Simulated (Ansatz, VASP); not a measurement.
**Cross-check of BN between VASP and Ansatz**

Wanted: the spread between two codes on one cell, functional and k mesh. The cell is taken from a series of runs on this material, whose earlier steps may have relaxed, scaled, displaced or heated it; both programs get it as it stands.

Main program and level: Ansatz 0.2.0; plane waves, with VASP 6.6.1 beside it; single point at PBE.

## Step 1: The structure

The structure is cubic, space group F-43m (No. 216). Conventional cell: a = 3.612 Å, b = 3.612 Å, c = 3.612 Å, α = 90.00°, β = 90.00°, γ = 90.00°. Nearest to B lie 4 N at 1.56 Å. N has 4 B at 1.56 Å nearest. Farther neighbours and most contacts between anions are not listed.

## Step 2: VASP: single point, PBE

A single point gives forces, pressure and levels at one fixed geometry, so differences don't come from the geometry; what else differs is listed under the comparison.

Lines of VASP's logs that name or quote its potential files are left out, and so is its time.

Input file INCAR:

```
SYSTEM = BN
PREC = Accurate
ENCUT = 600
EDIFF = 1E-06
NELM = 120
ISMEAR = 0
SIGMA = 0.01
LREAL = .FALSE.
ALGO = Normal
GGA = PE
NBANDS = 10
LORBIT = 11
LWAVE = .FALSE.
LCHARG = .FALSE.
ISIF = 2
LASPH = .TRUE.
GGA_COMPAT = .FALSE.
EFERMI = MIDGAP
```

Input file POSCAR:

```
BN
1.0
    0.0000000000      1.8059824417      1.8059824417
    1.8059824417      0.0000000000      1.8059824417
    1.8059824417      1.8059824417      0.0000000000
B N
1 1
Direct
    0.0000000000      0.0000000000      0.0000000000
    0.2500000000      0.2500000000      0.2500000000
```

Input file KPOINTS:

```
Automatic mesh
0
Gamma
12 12 12
0 0 0
```

Potentials, in the order of the species: B and N (PBE family, release 64).

Launch:

```sh
$ mpirun -np 1 vasp_std
```

Numbers of over 12 decimals in the logs are rounded to 6 here.

What it wrote:

```text
[banner, memory and clock lines left out]
running    1 mpi-ranks, on    1 nodes
 distrk:  each k-point on    1 cores,    1 groups
 distr:  one band on    1 cores,    1 groups

 POSCAR found type information on POSCAR B N
 POSCAR found :  2 types and       2 ions
 LDA part: xc-table for (Slater+PW92), standard interpolation
 POSCAR, INCAR and KPOINTS ok, starting setup
 FFT: planning ... GRIDC
 FFT: planning ... GRID_SOFT
 FFT: planning ... GRID
 WAVECAR not read
 entering main loop
       N       E                     dE             d eps       ncg     rms          rms(c)
DAV:   1     0.158660831519E+02    0.15866E+02   -0.54018E+03  1472   0.881E+02
DAV:   2    -0.177327413971E+02   -0.33599E+02   -0.32272E+02  1698   0.199E+02
DAV:   3    -0.184211424906E+02   -0.68840E+00   -0.68676E+00  1720   0.247E+01
DAV:   4    -0.184223399117E+02   -0.11974E-02   -0.11974E-02  1594   0.101E+00
DAV:   5    -0.184223410251E+02   -0.11134E-05   -0.11134E-05  1650   0.338E-02    0.670E+00
DAV:   6    -0.175401451098E+02    0.88220E+00   -0.30396E+00  1814   0.115E+01    0.326E+00
DAV:   7    -0.174668125905E+02    0.73333E-01   -0.97132E-02  1572   0.279E+00    0.190E+00
DAV:   8    -0.174523645438E+02    0.14448E-01   -0.37816E-02  1634   0.153E+00    0.197E-01
DAV:   9    -0.174525833179E+02   -0.21877E-03   -0.80078E-04  1554   0.270E-01    0.782E-02
DAV:  10    -0.174526605376E+02   -0.77220E-04   -0.11296E-04  1590   0.103E-01    0.151E-02
DAV:  11    -0.174526655067E+02   -0.49692E-05   -0.84900E-06  1698   0.258E-02    0.928E-03
DAV:  12    -0.174526655373E+02   -0.30578E-07   -0.15314E-06   968   0.968E-03
   1 F= -.17452666E+02 E0= -.17452666E+02  d E =0.000000E+00
```

Parts of OUTCAR (step 2):

```text
ion  position               nearest neighbor table
   1  0.000  0.000  0.000-   2 1.56   2 1.56   2 1.56   2 1.56
   2  0.250  0.250  0.250-   1 1.56   1 1.56   1 1.56   1 1.56

  LATTYP: Found a face centered cubic cell.
 ALAT       =     3.6119648834

 Subroutine GETGRP returns: Found 24 space group operations
 (whereof 24 operations were pure point group operations)

The static configuration has the point symmetry T_d .

 Found     72 irreducible k-points:

   k-points           NKPTS =     72   k-points in BZ     NKDIM =     72   number of bands    NBANDS=     10

   dimension x,y,z NGX =    20 NGY =   20 NGZ =   20
   dimension x,y,z NGXF=    40 NGYF=   40 NGZF=   40

   ENCUT  =  600.0 eV  44.10 Ry    6.64 a.u.   5.10  5.10  5.10*2*pi/ulx,y,z

   NELECT =       8.0000    total number of electrons

 k-points in reciprocal lattice and weights: Automatic mesh
   0.00000000  0.00000000  0.00000000       0.001
   0.08333333  0.00000000  0.00000000       0.005
   0.16666667  0.00000000  0.00000000       0.005
   0.25000000  0.00000000  0.00000000       0.005
   0.33333333  0.00000000  0.00000000       0.005
   0.41666667  0.00000000  0.00000000       0.005
   0.50000000  0.00000000  0.00000000       0.002
   0.08333333  0.08333333  0.00000000       0.003
   0.16666667  0.08333333  0.00000000       0.014
[...]
-0.33333333  0.50000000  0.16666667       0.007
  -0.25000000  0.50000000  0.25000000       0.003

 average (electrostatic) potential at core
       1 -24.4377       2 -60.3608

 E-fermi :   9.6646

 k-point     1 :       0.0000    0.0000    0.0000
  band No.  band energies     occupation
      1     -12.8259      2.00000
      2       7.4335      2.00000
      3       7.4335      2.00000
      4       7.4335      2.00000
      5      16.2654      0.00000
      6      16.2654      0.00000
      7      16.2654      0.00000
      8      17.8246      0.00000
      9      32.2335      0.00000
    ...

 k-point     2 :       0.0833    0.0000    0.0000
  band No.  band energies     occupation
      1     -12.6564      2.00000
      2       6.5199      2.00000
      3       7.2526      2.00000
      4       7.2526      2.00000
      5      16.4794      0.00000
      6      16.5405      0.00000
      7      16.5405      0.00000
      8      18.3849      0.00000
      9      32.0241      0.00000
    ...

 k-point     3 :       0.1667    0.0000    0.0000
  band No.  band energies     occupation
      1     -12.1547      2.00000
      2       4.4166      2.00000
      3       6.8117      2.00000
      4       6.8117      2.00000
      5      16.8006      0.00000
      6      17.1790      0.00000
      7      17.1790      0.00000
      8      19.7087      0.00000
      9      31.4598      0.00000
    ...

  Total        0.2937488      0.2937488      0.2937488      0.0000000     -0.0000000      0.0000000
  in kB       39.9499391     39.9499391     39.9499391      0.0000000     -0.0000000      0.0000000
  external PRESSURE =      39.9499391 kB  Pullay stress =       0.0000000 kB

  energy-cutoff  :      600.00
  volume of cell :       11.78
      direct lattice vectors                 reciprocal lattice vectors
     0.000000000  1.805982442  1.805982442    -0.276857620  0.276857620  0.276857620
     1.805982442  0.000000000  1.805982442     0.276857620 -0.276857620  0.276857620
     1.805982442  1.805982442  0.000000000     0.276857620  0.276857620 -0.276857620

 POSITION                                       TOTAL-FORCE (eV/Angst)
 -----------------------------------------------------------------------------------
      0.00000      0.00000      0.00000         0.000000     -0.000000      0.000000
      0.90299      0.90299      0.90299        -0.000000      0.000000     -0.000000
 -----------------------------------------------------------------------------------
    total drift:                                0.000000      0.000000      0.000000

  FREE ENERGIE OF THE ION-ELECTRON SYSTEM (eV)
  ---------------------------------------------------
  free  energy   TOTEN  =       -17.4526655373 eV

  energy  without entropy=      -17.4526655373  energy(sigma->0) =      -17.45266554

 total charge
# of ion       s       p       d       tot
------------------------------------------
    1        0.679   1.364   0.000   2.042
    2        1.211   2.757   0.000   3.967
--------------------------------------------------
tot          1.889   4.120   0.000   6.010

[... 3 further parts left out ...]
```

The run ends at a pressure of 3.99 GPa.

## Step 3: Ansatz: single point, PBE

Ansatz runs on its PAW soft_1 files.

The same cell, functional and mesh now go to Ansatz, which takes its cutoff from its data sets.

Input file input.yaml:

```yaml
crystal:
  lattice:
    - [0.0, 1.8059824417, 1.8059824417]
    - [1.8059824417, 0.0, 1.8059824417]
    - [1.8059824417, 1.8059824417, 0.0]
  atoms:
    - { symbol: B, position: [0.0, 0.0, 0.0] }
    - { symbol: "N", position: [0.25, 0.25, 0.25] }
kpoints:
  mp_grid: { grid: [12, 12, 12] }
hamiltonian:
  xc: pbe
  pseudopotentials: { kind: paw, azcp: { folder: soft_1 } }
scf:
  occupations: { method: fixed }
output:
  forces: true
  stress: true
  eigenvalues: true
```

Launch:

```sh
$ ansatz run input.yaml --threads 4 --pin off --max-ram 10240MiB --backend cpu --events-out ev --progress --plain --runs-dir out
```

What it wrote:

```text
Engine: ansatz 0.2.0, aarch64-unknown-linux-gnu
Pseudopotentials: kind: paw
Pseudopotential: B, paw, valence charge 3, recommended cutoff 420 eV (normal), soft_1/B.paw.azcp
Pseudopotential: N, paw, valence charge 5, recommended cutoff 420 eV (normal), soft_1/N.paw.azcp
Functional definition: PBE
  parameter kappa = 0.804
  parameter beta = 0.066725
  exchange = pbe_x(kappa = kappa, mu = beta*pi^2/3)
  correlation = pbe_c(beta = beta)
Crystal: 2 atoms, lattice volume = 11.781 Å³
Basis set: ecut = 420 eV, 259 PW (Γ), exchange–correlation on 36×36×36 points (8 copies of the dense FFT grid, shifted against one another)
Bands: 8, of which v1, the nominal top of the filled ones, is band 4 counted from 1 (3 counted from 0)
Symmetry: 24 space group operations
Space group: F-43m (ITA 216), of the structure as read, at distance tolerance 2.3e-5 Å
k-points: 72 of 1728 (time reversal used)
Non-local potential: B, projectors of the file, l = 0: 2, l = 1: 2, l = 2: 1
Non-local potential: N, projectors of the file, l = 0: 2, l = 1: 2, l = 2: 1
PAW form: soft (Blöchl's): semilocal exchange-correlation on the pseudo side does not see the compensation charge
PAW one-centre angular grid: B, 110 points (default); XC on 64 Gauss nodes
PAW one-centre angular grid: N, 110 points (default); XC on 64 Gauss nodes
Initial density: superposition of atomic densities (chi_scale 0.1, normalization cell, long waves kept (reshape's long-wave potential 0.00 eV rms))
Initial wavefunctions: pseudopotential atomic-orbital guess
Functional: x = pbe(κ = 0.804, μ = 0.219515), c = pbe(β = 0.066725)
SCF iter   1: F=—  HF=-542.935210 eV  |F-HF|=—  |Δ(HF+E_count)|=         —  Δρ=1.46e-1  dr2=2.03e0  ethr=3.10e-3  ⟨swp⟩=3.8  Hψ=3260  notcnv=0  defer=120
preconditioner: auto → none  [insulator: Δε(μ)=5.742 eV  Ē_g=20.361 eV  n_scr=0 (ndim 8)  ℏωp=30.6 eV  f_vac=0.000  ε∞_Penn≈3.3]
SCF iter   2: F=—  HF=-542.333684 eV  |F-HF|=—  |Δ(HF+E_count)|=   6.02e-1  Δρ=6.43e-2  dr2=2.66e-1  ethr=3.10e-3  ⟨swp⟩=2.0  Hψ=1692  notcnv=0  defer=19
SCF iter   3: F=—  HF=-542.281960 eV  |F-HF|=—  |Δ(HF+E_count)|=   5.17e-2  Δρ=2.32e-2  dr2=3.79e-2  ethr=3.10e-3  ⟨swp⟩=3.0  Hψ=952  notcnv=0  defer=116
SCF iter   4: F=—  HF=-542.278653 eV  |F-HF|=—  |Δ(HF+E_count)|=   3.31e-3  Δρ=3.00e-3  dr2=3.72e-4  ethr=4.74e-4  ⟨swp⟩=3.0  Hψ=1019  notcnv=0  defer=133
SCF iter   5: F=—  HF=-542.278796 eV  |F-HF|=—  |Δ(HF+E_count)|=   1.43e-4  Δρ=2.80e-4  dr2=4.47e-6  ethr=4.65e-6  ⟨swp⟩=3.0  Hψ=957  notcnv=0  defer=135
SCF iter   6: F=—  HF=-542.278795 eV  |F-HF|=—  |Δ(HF+E_count)|=   6.51e-7  Δρ=1.92e-5  dr2=1.06e-8  ethr=1.25e-9  ⟨swp⟩=4.9  Hψ=3519  notcnv=0
SCF iter   7: F=-542.278795 eV  HF=-542.278795 eV  |F-HF|=1.90e-10  |Δ(HF+E_count)|=   2.17e-8  Δρ=1.93e-6  dr2=3.81e-10  ethr=1.32e-10  ⟨swp⟩=1.2  Hψ=1737  notcnv=0
SCF 1 converged in 7 iterations: F = -542.278795 eV  dr2 = 3.81e-10
  greatest PAW one-centre occupation: 0.789 electrons in one spin orbital (limit 2), on the N atom at site 1 (counted from 0), in its partial waves of l = 0
SCF converged after 7 iterations
Free energy (F): -542.278795 eV
Harris-Foulkes:  -542.278795 eV  (|F-HF|=1.90e-10)
Internal energy: -542.278795 eV  (E = F + TS)
E sigma→0 (E₀):  -542.278795 eV
Fermi energy:    11.210003 eV
--- Per-component energies (eV) ---
  E_band       = 26.583163
  E_kinetic    = 183.786883
  E_local      = -158.585044  (includes V_loc(G=0)·N_el)
  E_nonlocal   = 42.188563
  E_hartree    = 48.961528
  E_xc         = -93.261421
  E_vxc        = -115.334023  (∫ρ·V_xc dr)
  E_paw        = -206.684473  (= ΣΔE_a)
  E_vpaw       = -23.396976  (= ΣTr[D̂ρ^β])
  E_aug_tail   = 0.000968  (compensation charges beyond the density's cutoff)
  E_ewald      = -358.685799
  E_smearing   = -0.000000  (= −TS)
  E_closure    = -0.000000  (closes the sum)
  Σ components = -542.278795   (vs F -542.278795, Δ=0.00e0)
--- Forces (eV/Å), atoms counted from 1 ---
  atom   1  B      0.00000000    -0.00000000     0.00000000
  atom   2  N     -0.00000000     0.00000000    -0.00000000
  max |Σ_I F_I| component: 3.70e-16 eV/Å
--- Stress (GPa, compression-positive) ---
        3.792769       0.000000      -0.000000
       -0.000000       3.792769       0.000000
       -0.000000       0.000000       3.792769
  P = ⅓ Tr σ = 3.7928 GPa (37.928 kbar)
--- Band table (eV; the first three rows and the last of 72) ---
  k-point 0: bands = ["-9.0513", "11.2100", "11.2100", "11.2100", "20.0475", "20.0475", "20.0475", "21.5726"]
  k-point 1: bands = ["-8.8818", "10.2970", "11.0291", "11.0291", "20.2568", "20.3222", "20.3222", "22.1385"]
  k-point 2: bands = ["-8.3795", "8.1936", "10.5883", "10.5883", "20.5716", "20.9602", "20.9602", "23.4714"]
  k-point 71: bands = ["-3.1378", "3.6132", "4.2286", "4.6898", "20.8256", "24.5336", "25.7302", "25.9071"]
```

The run ends at a pressure of 3.79 GPa.

## Step 4: Differences

Known differences besides the potentials themselves: fixed occupations in Ansatz, narrow Gaussian smearing in VASP; the cutoff is 420 eV in Ansatz and 600 eV in VASP. Total energies have different zeros and are not compared.

The two programs side by side:

| quantity | Ansatz | VASP | difference |
| --- | --- | --- | --- |
| pressure (GPa) | 3.79 | 3.99 | -0.20 |
| gap on the k mesh (eV) | 4.469 | 4.462 | +0.007 |

A gap on the mesh is an upper bound, since the band edges may lie between its points.

## Step 5: Results

```yaml
difference_in_gap_on_the_k_mesh_single_point_pbe: 0.0071 eV
```

The difference in gap on the k mesh is 0.0071 eV (single point, PBE), within the 0.08 eV picked in this series as the mark of a large difference. Such differences can come from data sets, numerical settings and the points named under the comparisons, not from the functional's error against experiment.

[Lines on the potential files, build, host, timing and source positions are cut from VASP's logs without a mark.]

[Logs are printed without paths, hosts, clocks, repeated set-up lines and the standing remarks that a program may print on its own settings, such as how far it seeks lower states.]

[Hosts, paths, dates, database ids (printed as entryN), source tags and the programs' standing remarks are cut or masked in the printed files.]
